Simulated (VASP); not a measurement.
**KTlIF: structure and properties in VASP**

Wanted: the relaxed cell of KTlIF and its properties. The steps: rough relaxation of the start cell, relaxing cell and atoms (revPBE), single point with fields (revPBE), bands along the symmetry lines (revPBE), total and projected DOS (revPBE), elastic constants (revPBE), band structure (TB-mBJ), bands along the symmetry lines (r2SCAN), density of states (revPBE) with a changed input and band structure (revPBE) with a changed input. The cell is invented: it takes the structure of a Materials Project entry for KNaICl (space group 123 there), with some of its atoms replaced by other elements, volume scaled by an estimate. It may not be a known or stable phase.

Calculated with VASP 6.6.1; revPBE; plane waves and PAW (Tl_d, I, K_sv, F), in the first sound run; inputs show where later runs differ.

The structure was built from a prototype and need not be the compound's stable phase.

**1. Set-up**

Before any relaxation, the start is as follows. It takes space group P4/mmm (No. 123, tetragonal). The conventional cell has a = 4.422 Å, b = 4.422 Å, c = 6.685 Å, α = 90.00°, β = 90.00°, γ = 90.00°. Nearest to Tl lie 4 I at 3.13 Å. I has 4 Tl at 3.13 Å and 2 K at 3.34 Å nearest. Nearest to K lie 4 F at 3.13 Å and 2 I at 3.34 Å. F has 4 K at 3.13 Å nearest. It derives from KNaICl. It takes the structure of a Materials Project entry for KNaICl (space group 123 there), with some of its atoms replaced by other elements, volume scaled by an estimate. Farther neighbours and most contacts between anions are not listed.

As a file:

```xyz
4
Lattice="4.4218 0.0000 0.0000 0.0000 4.4218 0.0000 0.0000 0.0000 6.6851" Properties=species:S:1:pos:R:3 pbc="T T T"
Tl    0.0000    0.0000    0.0000
I     2.2109    2.2109    0.0000
K     2.2109    2.2109    3.3425
F     0.0000    0.0000    3.3425
```

**2. Rough relaxation of the start cell**

The start is only an estimate, so a cheap relaxation brings it near a minimum before any careful run. revPBE by itself binds more weakly than PBE and expands cells; dispersion terms fitted to it are the larger for that.

File INCAR:

```
SYSTEM = KTlIF
PREC = Normal
ENCUT = 520
EDIFF = 1E-05
NELM = 60
ISMEAR = -1
SIGMA = 0.05
LREAL = .FALSE.
ALGO = Fast
GGA = RE
NBANDS = 24
LORBIT = 11
LWAVE = .FALSE.
LCHARG = .FALSE.
KPAR = 2
IBRION = 2
NSW = 40
ISIF = 3
EDIFFG = -0.04
```

File POSCAR:

```
KTlIF
1.0
    4.4217700000      0.0000000000      0.0000000000
    0.0000000000      4.4217700000      0.0000000000
    0.0000000000      0.0000000000      6.6850690000
Tl I K F
1 1 1 1
Direct
    0.0000000000      0.0000000000      0.0000000000
    0.5000000000      0.5000000000      0.0000000000
    0.5000000000      0.5000000000      0.5000000000
    0.0000000000      0.0000000000      0.5000000000
```

File KPOINTS:

```
Automatic mesh
0
Gamma
4 4 3
0 0 0
```

The projector-augmented-wave data sets are Tl_d, I, K_sv and F (PBE family, release 64).

Started as:

```console
mpirun -np 2 vasp_std
```

The log of the run:

```text
[banner, memory and clock lines left out]
running    2 mpi-ranks, on    1 nodes
 distrk:  each k-point on    1 cores,    2 groups
 distr:  one band on    1 cores,    1 groups

 POSCAR found type information on POSCAR TlI K F
 POSCAR found :  4 types and       4 ions
|                                                                             |
|               ----> ADVICE to this user running VASP <----                  |
|                                                                             |
|     You enforced a specific xc type in the INCAR file but a different       |
|     [... a line on the potential file left out ...]
|     I HOPE YOU KNOW WHAT YOU ARE DOING!                                     |
|                                                                             |

 LDA part: xc-table for (Slater+PW92), standard interpolation
 POSCAR, INCAR and KPOINTS ok, starting setup
 FFT: planning ... GRIDC
 FFT: planning ... GRID_SOFT
 FFT: planning ... GRID
 WAVECAR not read
 entering main loop
       N       E                     dE             d eps       ncg     rms          rms(c)
DAV:   1     0.236418714915E+03    0.23642E+03   -0.17117E+04   576   0.130E+03
DAV:   2     0.236398851579E+01   -0.23405E+03   -0.22929E+03   672   0.319E+02
DAV:   3    -0.126810737636E+02   -0.15045E+02   -0.14996E+02   888   0.720E+01
DAV:   4    -0.131852708916E+02   -0.50420E+00   -0.50377E+00   792   0.898E+00
DAV:   5    -0.131941431786E+02   -0.88723E-02   -0.88719E-02   824   0.109E+00    0.849E+00
RMM:   6    -0.113595936328E+02    0.18345E+01   -0.60085E+00   576   0.902E+00    0.406E+00
RMM:   7    -0.113079256352E+02    0.51668E-01   -0.60164E-01   580   0.233E+00    0.261E+00
RMM:   8    -0.112842010241E+02    0.23725E-01   -0.24893E-01   580   0.274E+00    0.371E-01
RMM:   9    -0.112915720796E+02   -0.73711E-02   -0.63496E-02   607   0.891E-01    0.274E-01
RMM:  10    -0.112943244316E+02   -0.27524E-02   -0.11021E-02   609   0.539E-01    0.780E-02
RMM:  11    -0.112947529906E+02   -0.42856E-03   -0.39908E-03   707   0.235E-01    0.465E-02
RMM:  12    -0.112948991094E+02   -0.14612E-03   -0.10272E-03   690   0.141E-01    0.333E-02
RMM:  13    -0.112949280164E+02   -0.28907E-04   -0.36754E-04   642   0.820E-02    0.131E-02
RMM:  14    -0.112949506377E+02   -0.22621E-04   -0.16519E-04   567   0.456E-02    0.112E-02
RMM:  15    -0.112949590290E+02   -0.83913E-05   -0.83460E-05   516   0.342E-02
   1 F= -.11294959E+02 E0= -.11294959E+02  d E =-.112950E+02
 curvature:   0.00 expect dE= 0.000E+00 dE for cont linesearch  0.000E+00
 trial: gam= 0.00000 g(F)=  0.000E+00 g(S)=  0.528E+00 ort = 0.000E+00 (trialstep = 0.100E+01)
 search vector abs. value=  0.528E+00
 bond charge predicted
       N       E                     dE             d eps       ncg     rms          rms(c)
DAV:   1    -0.168190892457E+02   -0.55241E+01   -0.11316E+02   608   0.801E+01    0.181E+01
RMM:   2    -0.122752981504E+02    0.45438E+01   -0.12816E+01   581   0.229E+01    0.483E+00
RMM:   3    -0.117216791396E+02    0.55362E+00   -0.19916E+00   590   0.873E+00    0.426E+00
RMM:   4    -0.116228845942E+02    0.98795E-01   -0.37643E-01   615   0.375E+00    0.255E+00
RMM:   5    -0.116093162744E+02    0.13568E-01   -0.71049E-02   658   0.170E+00    0.545E-01
RMM:   6    -0.116103925577E+02   -0.10763E-02   -0.25178E-02   711   0.875E-01    0.194E-01
RMM:   7    -0.116110150121E+02   -0.62245E-03   -0.57126E-03   752   0.397E-01    0.132E-01
RMM:   8    -0.116112925592E+02   -0.27755E-03   -0.22108E-03   731   0.230E-01    0.397E-02
RMM:   9    -0.116113781197E+02   -0.85560E-04   -0.95677E-04   685   0.140E-01    0.164E-02
RMM:  10    -0.116114327371E+02   -0.54617E-04   -0.44738E-04   625   0.869E-02    0.111E-02
RMM:  11    -0.116114629035E+02   -0.30166E-04   -0.23960E-04   570   0.605E-02    0.584E-03
RMM:  12    -0.116114786661E+02   -0.15763E-04   -0.13067E-04   524   0.442E-02    0.218E-03
RMM:  13    -0.116114880938E+02   -0.94276E-05   -0.76895E-05   454   0.322E-02
   2 F= -.11611488E+02 E0= -.11611488E+02  d E =-.316529E+00
[...]
3 F= -.11615438E+02 E0= -.11615438E+02  d E =-.320479E+00
 curvature:   1.23 expect dE= 0.396E-01 dE for cont linesearch  0.381E-01
 ZBRENT: interpolating
 opt :   1.5379  next Energy=   -11.645790 (dE=-0.351E+00)
 bond charge predicted
       N       E                     dE             d eps       ncg     rms          rms(c)
DAV:   1    -0.127926421009E+02   -0.11772E+01   -0.23393E+01   640   0.344E+01    0.742E+00
RMM:   2    -0.118037801146E+02    0.98886E+00   -0.43771E+00   576   0.122E+01    0.219E+00
RMM:   3    -0.116686886493E+02    0.13509E+00   -0.43561E-01   576   0.413E+00    0.112E+00
RMM:   4    -0.116458295624E+02    0.22859E-01   -0.10240E-01   590   0.211E+00    0.847E-01
RMM:   5    -0.116459437950E+02   -0.11423E-03   -0.36002E-02   645   0.107E+00    0.357E-01
RMM:   6    -0.116447830034E+02    0.11608E-02   -0.86213E-03   709   0.497E-01    0.109E-01
RMM:   7    -0.116451338529E+02   -0.35085E-03   -0.34798E-03   725   0.266E-01    0.104E-01
RMM:   8    -0.116451382923E+02   -0.44394E-05   -0.22343E-03   694   0.209E-01    0.596E-02
RMM:   9    -0.116451084658E+02    0.29827E-04   -0.52158E-04   637   0.100E-01    0.120E-02
RMM:  10    -0.116451341970E+02   -0.25731E-04   -0.23718E-04   583   0.555E-02    0.772E-03
RMM:  11    -0.116451459193E+02   -0.11722E-04   -0.99861E-05   522   0.357E-02    0.374E-03
RMM:  12    -0.116451507461E+02   -0.48267E-05   -0.45942E-05   413   0.242E-02
   4 F= -.11645151E+02 E0= -.11645151E+02  d E =-.350192E+00
 curvature:  -0.98 expect dE=-0.356E-03 dE for cont linesearch -0.140E-03
 trial: gam= 0.00000 g(F)=  0.430E-67 g(S)=  0.365E-03 ort =-0.868E-02 (trialstep = 0.111E+01)
 search vector abs. value=  0.365E-03
 reached required accuracy - stopping structural energy minimisation
```

Run time: 41 s. Hardware: 2 MPI ranks of Intel Xeon Platinum 8259CL at 2.50GHz (Skylake/Cascade Lake), shared host; peak memory 0.4 GiB; 81 s of CPU time.

The logs omit lines about the potential files and the build; timing stands in the text.

From OUTCAR (step 2):

```text
ion  position               nearest neighbor table
   1  0.000  0.000  0.000-   2 3.13   2 3.13   2 3.13   2 3.13
   2  0.500  0.500  0.000-   1 3.13   1 3.13   1 3.13   1 3.13   3 3.34   3 3.34
   3  0.500  0.500  0.500-   2 3.34   2 3.34
   4  0.000  0.000  0.500-

  LATTYP: Found a simple tetragonal cell.
 ALAT       =     4.4217700000
 C/A-ratio  =     1.5118536242

 Subroutine GETGRP returns: Found 16 space group operations
 (whereof 16 operations were pure point group operations)

The static configuration has the point symmetry D_4h.

 Found     12 irreducible k-points:

   k-points           NKPTS =     12   k-points in BZ     NKDIM =     12   number of bands    NBANDS=     24

   dimension x,y,z NGX =    28 NGY =   28 NGZ =   40
   dimension x,y,z NGXF=    56 NGYF=   56 NGZF=   80

   ENCUT  =  520.0 eV  38.22 Ry    6.18 a.u.   8.22  8.22 12.43*2*pi/ulx,y,z

   NELECT =      36.0000    total number of electrons

 k-points in reciprocal lattice and weights: Automatic mesh
   0.00000000  0.00000000  0.00000000       0.021
   0.25000000  0.00000000  0.00000000       0.083
   0.50000000  0.00000000  0.00000000       0.042
   0.25000000  0.25000000  0.00000000       0.083
   0.50000000  0.25000000  0.00000000       0.083
   0.50000000  0.50000000  0.00000000       0.021
   0.00000000  0.00000000  0.33333333       0.042
   0.25000000  0.00000000  0.33333333       0.167
   0.50000000  0.00000000  0.33333333       0.083
   0.25000000  0.25000000  0.33333333       0.167
   0.50000000  0.25000000  0.33333333       0.167
   0.50000000  0.50000000  0.33333333       0.042

 average (electrostatic) potential at core
       1 -88.3739       2 -94.9383       3 -36.6563       4 -75.8196

 E-fermi :   1.2982

 k-point     1 :       0.0000    0.0000    0.0000
  band No.  band energies     occupation
    ...
     14      -1.6737      2.00000
     15      -1.6737      2.00000
     16      -0.6542      2.00000
     17      -0.5640      2.00000
     18      -0.5640      2.00000
     19       4.3170      0.00000
     20       4.5447      0.00000
     21       5.6420      0.00000
     22       6.0636      0.00000
     23       6.0644      0.00000
    ...

 k-point     2 :       0.2500    0.0000    0.0000
  band No.  band energies     occupation
    ...
     14      -1.4099      2.00000
     15      -0.8495      2.00000
     16      -0.7054      2.00000
     17      -0.6045      2.00000
     18      -0.5838      2.00000
     19       4.0281      0.00000
     20       4.0397      0.00000
     21       4.7379      0.00000
     22       4.9744      0.00000
     23       6.7946      0.00000
    ...

 k-point     3 :       0.5000    0.0000    0.0000
  band No.  band energies     occupation
    ...
     14      -1.0897      2.00000
     15      -0.7888      2.00000
     16      -0.7474      2.00000
     17      -0.6101      2.00000
     18       0.0746      2.00000
     19       2.8332      0.00000
     20       3.5989      0.00000
     21       3.7852      0.00000
     22       5.7412      0.00000
     23       6.7889      0.00000
    ...

  Total       -0.0546813     -0.0546813     -0.1557143      0.0000000     -0.0000000      0.0000000
  in kB       -0.5550692     -0.5550692     -1.5806529      0.0000000     -0.0000000      0.0000000
  external PRESSURE =      -0.8969304 kB  Pullay stress =       0.0000000 kB

  energy-cutoff  :      520.00
  volume of cell :      157.83
      direct lattice vectors                 reciprocal lattice vectors
     4.796430776  0.000000000  0.000000000     0.208488363  0.000000000  0.000000000
     0.000000000  4.796430776 -0.000000000     0.000000000  0.208488363  0.000000000
    -0.000000000  0.000000000  6.860665528     0.000000000  0.000000000  0.145758454

 POSITION                                       TOTAL-FORCE (eV/Angst)
 -----------------------------------------------------------------------------------
      0.00000      0.00000      0.00000        -0.000000      0.000000      0.000000
      2.39822      2.39822     -0.00000         0.000000      0.000000      0.000000
      2.39822      2.39822      3.43033        -0.000000      0.000000      0.000000
     -0.00000      0.00000      3.43033         0.000000      0.000000      0.000000
 -----------------------------------------------------------------------------------
    total drift:                               -0.000000      0.000000      0.000000

  FREE ENERGIE OF THE ION-ELECTRON SYSTEM (eV)
  ---------------------------------------------------
  free  energy   TOTEN  =       -11.6451507461 eV

  energy  without entropy=      -11.6451507460  energy(sigma->0) =      -11.64515075

 reached required accuracy - stopping structural energy minimisation

 total charge
# of ion       s       p       d       tot
------------------------------------------
    1        1.321   0.140   9.668  11.129
    2        1.504   2.839   0.007   4.350
    3        1.953   5.600   0.012   7.566
    4        1.745   4.295   0.000   6.040
--------------------------------------------------
tot          6.524  12.874   9.687  29.086

[... 3 further parts left out ...]
```

CONTCAR:

```
KTlIF
   1.00000000000000
     4.7964307763430991    0.0000000000000000    0.0000000000000000
     0.0000000000000000    4.7964307763430991   -0.0000000000000000
    -0.0000000000000000    0.0000000000000000    6.8606655277192381
  Tl              I               K               F
     1     1     1     1
Direct
     0.0000000000000000    0.0000000000000000    0.0000000000000000
     0.5000000000000000    0.5000000000000000    0.0000000000000000
     0.5000000000000000    0.5000000000000000    0.5000000000000000
     0.0000000000000000    0.0000000000000000    0.5000000000000000
```

The gap is read on the k-mesh alone, so it is an upper bound where the band edges lie off the mesh, and a coarse mesh can show a gap where there is none. This relaxation is a rough one on cheap settings, only to bring the start near its minimum. The PAW data sets were made with PBE, which is usual practice but a small mismatch for other functionals. After so large a change of volume the plane waves of the start cell no longer fit, so the final stress carries a basis-set error. The run keeps the 16 symmetry operations of its start, so it cannot find a distortion of lower symmetry.

Step by step:

```csv
step,energy less that of the first step (eV),largest force (eV/Å),pressure (GPa),volume (Å³)
1,0.0000,0.0000,4.31,130.71
2,-0.3165,0.0000,1.05,147.99
3,-0.3205,0.0000,-0.89,166.84
4,-0.3502,0.0000,-0.09,157.83
```

```csv
"conventional cell, symmetrised",before,after,change
a (Å),4.422,4.796,+8.5 %
b (Å),4.422,4.796,+8.5 %
c (Å),6.685,6.861,+2.6 %
volume (Å³/atom),32.68,39.46,+20.8 %
```

The relaxed structure:

```xyz
4
Lattice="4.7964 0.0000 0.0000 0.0000 4.7964 0.0000 0.0000 0.0000 6.8607" Properties=species:S:1:pos:R:3 pbc="T T T"
Tl    0.0000    0.0000    0.0000
I     2.3982    2.3982    0.0000
K     2.3982    2.3982    3.4303
F     0.0000    0.0000    3.4303
```

A gap read on the k-mesh alone can miss the band edges.

This step gave:

```
electrons                              : 36
bands                                  : 24
irreducible k-points                   : 12
symmetry operations                    : 16
free energy (TOTEN)                    : -11.65 eV
Fermi energy                           : 1.298 eV
pressure                               : -0.08969 GPa
metallic, judged on the points sampled : no
valence top at k                       : 0.5, 0, 0.3333
conduction bottom at k                 : 0.5, 0, 0
least direct gap at k                  : 0.5, 0, 0.3333
SCF cycles over all ionic steps        : 54
gap on the k-mesh                      : 2.696 eV
least direct gap on the k-mesh         : 2.697 eV
```

It ends with forces that vanish by symmetry and a pressure of -0.09 GPa.

[end of part 1 of 6]

[Lines on the potential files, build, host, timing and source positions are cut from VASP's logs without a mark.]

[Logs are printed without paths, hosts, clocks, repeated set-up lines and the standing remarks that a program may print on its own settings, such as how far it seeks lower states.]

[Hosts, paths, dates, database ids (printed as entryN), source tags and the programs' standing remarks are cut or masked in the printed files.]

[A measured line is paired with the nearest computed mode of its activity, which favours agreement.]

[In band tables of VASP the shares of atoms and orbitals are scaled to a sum of 1 inside the atoms' spheres.]
